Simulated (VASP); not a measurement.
**AlRu: elastic constants with PBE**

AlRu:

```
CELL_PARAMETERS angstrom
3.00322 0.00000 0.00000
0.00000 3.00322 0.00000
0.00000 0.00000 3.00322
ATOMIC_POSITIONS crystal
Ru 0.00000 0.00000 0.00000
Al 0.50000 0.50000 0.50000
```

The cell was built by a generator and needn't be a form met in nature.

```json
{"Program": "VASP 6.6.1", "Task": "elastic constants", "Functional": "PBE", "Potentials or basis": "VASP PAW PBE potentials, release 64 (Ru_pv, Al)", "Cutoff": "600 eV", "k mesh": "18 × 18 × 18", "Occupations": "methfessel-paxton, width 0.2 eV", "Spin": "no spin polarisation", "Ions in elastic constants": "relaxed", "Further INCAR settings": "ALGO = Normal; EDIFF = 1e-08; IBRION = 6; POTIM = 0.015; NSW = 1; ISIF = 3"}
```

```
Elastic constants C11, C12, C44                         : 319, 148, 124 GPa
Voigt bulk modulus                                      : 205 GPa
Highest phonon frequency at Γ, LO-TO splitting left out : 309 cm⁻¹
```

Phonon frequencies in cm⁻¹ (negative: imaginary):
| q point | frequencies |
| --- | --- |
| (0.000, 0.000, 0.000) | 0 0 0 309 309 309 |

Elastic tensor in Voigt notation (GPa, in the Cartesian axes of the cell as first typed):
```
319 148 148   0   0   0
148 319 148   0   0   0
148 148 319   0   0   0
  0   0   0 124   0   0
  0   0   0   0 124   0
  0   0   0   0   0 124
```

Clamped-ion elastic tensor (GPa):
```
319 148 148   0   0   0
148 319 148   0   0   0
148 148 319   0   0   0
  0   0   0 124   0   0
  0   0   0   0 124   0
  0   0   0   0   0 124
```

It took 7.7 min on 8 MPI ranks on Intel(R) Xeon(R) Platinum 8175M CPU @ 2.50GHz (Skylake/Cascade Lake), on a shared host, peak memory 1.1 GiB a rank.
